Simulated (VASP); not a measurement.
Computed with r2SCAN meta-GGA, VASP's PBE PAW potentials (set 64) (plane waves; VASP).

The input files of a VASP run:

### INCAR
```
# general
SYSTEM =Au
PREC   =Accurate
ENCUT  =480
LREAL  =.False.
LASPH  =.True.

# electronic loop
EDIFF  =1E-6
NELM   =100
ALGO   =Normal
LMAXMIX=6
LMIXTAU=.True.

# smearing
ISMEAR =1
SIGMA  =0.1

# functional
METAGGA=R2SCAN

# ions
IBRION =2
NSW    =60
ISIF   =3
EDIFFG =-0.01

# output
LWAVE  =.False.
LCHARG =.False.
```

POSCAR:
```
Au
1
   -0.0000000000     2.0634093952     2.0634093952
    2.0634093952     0.0000000000     2.0634093952
    2.0634093952     2.0634093952     0.0000000000
Au
1
Direct
  0.0000000000   0.0000000000   0.0000000000
```

KPOINTS:
```
Regular mesh
0
G
  14 14 14
```

POTCAR, in this order: Au (PBE.64 set). Program: vasp_std.

Output

**OSZICAR**
```
       N       E                     dE             d eps       ncg     rms          rms(c)
DAV:   1    -0.758098115730E+01   -0.75810E+01   -0.57135E+03  2057   0.105E+03
DAV:   2    -0.542005702822E+02   -0.46620E+02   -0.43863E+02  1938   0.200E+02
DAV:   3    -0.545882594659E+02   -0.38769E+00   -0.38752E+00  2257   0.194E+01
DAV:   4    -0.545895588096E+02   -0.12993E-02   -0.12993E-02  2134   0.113E+00
DAV:   5    -0.545895700104E+02   -0.11201E-04   -0.11201E-04  2124   0.103E-01    0.890E+00
DAV:   6    -0.502772855411E+02    0.43123E+01   -0.52327E+00  1911   0.223E+01    0.655E+00
DAV:   7    -0.505507454737E+02   -0.27346E+00   -0.43592E-01  1881   0.495E+00    0.398E+00
DAV:   8    -0.505741942492E+02   -0.23449E-01   -0.81740E-02  1928   0.216E+00    0.381E-01
DAV:   9    -0.505919361405E+02   -0.17742E-01   -0.17815E-02  1946   0.105E+00    0.517E-02
DAV:  10    -0.505922088415E+02   -0.27270E-03   -0.16841E-03  1944   0.378E-01    0.513E-02
DAV:  11    -0.505925641835E+02   -0.35534E-03   -0.62447E-04  2010   0.223E-01    0.356E-02
DAV:  12    -0.505926312960E+02   -0.67113E-04   -0.55966E-05  1933   0.744E-02    0.154E-02
DAV:  13    -0.505926607144E+02   -0.29418E-04   -0.42563E-05  2038   0.618E-02    0.160E-03
DAV:  14    -0.505926616327E+02   -0.91829E-06   -0.55260E-06  2011   0.174E-02
   1 F= -.50592662E+02 E0= -.50592811E+02  d E =-.505927E+02
       N       E                     dE             d eps       ncg     rms          rms(c)
DAV:   1    -0.505932813479E+02   -0.62063E-03   -0.13481E-02  1912   0.131E+00    0.154E-01
DAV:   2    -0.505926038105E+02    0.67754E-03   -0.26582E-03  1900   0.462E-01    0.522E-02
DAV:   3    -0.505926345071E+02   -0.30697E-04   -0.60373E-05  1893   0.858E-02    0.500E-02
DAV:   4    -0.505926263427E+02    0.81644E-05   -0.15586E-04  1912   0.912E-02    0.183E-02
DAV:   5    -0.505926425647E+02   -0.16222E-04   -0.48096E-05  1885   0.581E-02    0.120E-03
DAV:   6    -0.505926439902E+02   -0.14255E-05   -0.10906E-06  1875   0.128E-02    0.904E-04
DAV:   7    -0.505926437946E+02    0.19557E-06   -0.72201E-08   940   0.358E-03
   2 F= -.50592644E+02 E0= -.50592804E+02  d E =0.178380E-04
       N       E                     dE             d eps       ncg     rms          rms(c)
DAV:   1    -0.505929407400E+02   -0.29675E-03   -0.58391E-03  1910   0.862E-01    0.100E-01
DAV:   2    -0.505926510940E+02    0.28965E-03   -0.11017E-03  1897   0.299E-01    0.350E-02
DAV:   3    -0.505926641510E+02   -0.13057E-04   -0.25440E-05  1892   0.566E-02    0.332E-02
DAV:   4    -0.505926532778E+02    0.10873E-04   -0.74617E-05  1916   0.635E-02    0.118E-02
DAV:   5    -0.505926657213E+02   -0.12444E-04   -0.25844E-05  1888   0.422E-02    0.690E-04
DAV:   6    -0.505926653133E+02    0.40795E-06   -0.46208E-07   969   0.817E-03
   3 F= -.50592665E+02 E0= -.50592818E+02  d E =-.368068E-05
```

### OUTCAR
```
------------------------ aborting loop because EDIFF is reached ----------------------------------------
  FORCE on cell =-STRESS in cart. coord.  units (eV):
  Direction    XX          YY          ZZ          XY          YZ          ZX
  --------------------------------------------------------------------------------------
  Total        0.0023687      0.0023687      0.0023687      0.0000000     -0.0000000     -0.0000000
  in kB        0.2161569      0.2161569      0.2161569      0.0000000     -0.0000000     -0.0000000
  external PRESSURE =       0.2161569 kB  Pullay stress =       0.0000000 kB
  volume of cell :       17.56
      direct lattice vectors                 reciprocal lattice vectors
    -0.000000000  2.062870433  2.062870433    -0.242380710  0.242380710  0.242380710
     2.062870433 -0.000000000  2.062870433     0.242380710 -0.242380710  0.242380710
     2.062870433  2.062870433 -0.000000000     0.242380710  0.242380710 -0.242380710
 POSITION                                       TOTAL-FORCE (eV/Angst)
 -----------------------------------------------------------------------------------
      0.00000      0.00000     -0.00000         0.000000     -0.000000      0.000000
 -----------------------------------------------------------------------------------
    total drift:                               -0.000000     -0.000000     -0.000000
  FREE ENERGIE OF THE ION-ELECTRON SYSTEM (eV)
  ---------------------------------------------------
  free  energy   TOTEN  =       -50.5926653133 eV

  energy  without entropy=      -50.5931236151  energy(sigma->0) =      -50.59281808

 reached required accuracy - stopping structural energy minimisation
```
(Selected blocks of OUTCAR.)

### CONTCAR
```
Au
   1.00000000000000
    -0.0000000000000000    2.0628704332314611    2.0628704332314611
     2.0628704332314611   -0.0000000000000000    2.0628704332314611
     2.0628704332314611    2.0628704332314611   -0.0000000000000000
  Au
     1
Direct
     0.0000000000000000    0.0000000000000000    0.0000000000000000
```

The compound is Au in the fcc structure. This run relaxes it. Symmetry was kept, so distortions that lower it aren't found. The start is the result of an earlier pass.
